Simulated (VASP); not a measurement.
Data:

```
CELL_PARAMETERS angstrom
      4.62546     0.00000     0.00000
     -2.31273     4.00577     0.00000
      0.00000     0.00000     7.57832
ATOMIC_POSITIONS crystal
  Cd 0.33333 0.66667 0.00035
  Cd 0.66667 0.33333 0.50035
  Te 0.33333 0.66667 0.37465
  Te 0.66667 0.33333 0.87465
```

All values below come from r2SCAN meta-GGA, VASP's PBE PAW potentials (set 64) (plane waves; VASP). Numerical set-up: 400 eV cut-off, 5×5×3 Γ-centred mesh, Gaussian smearing of 0.050 eV, potentials Cd Te.

Question: Estimate the energy per atom (σ→0).

Answer: 
| Item | Result |
|---|---|
| energy per atom (σ→0) | -23.315 eV/atom |

Only differences to runs with the same potentials and settings are physical.

The structure comes from a computed database's CdTe entry (P6_3mc); how it stands against other phases isn't given here. It was relaxed first. The start is the result of an earlier pass.
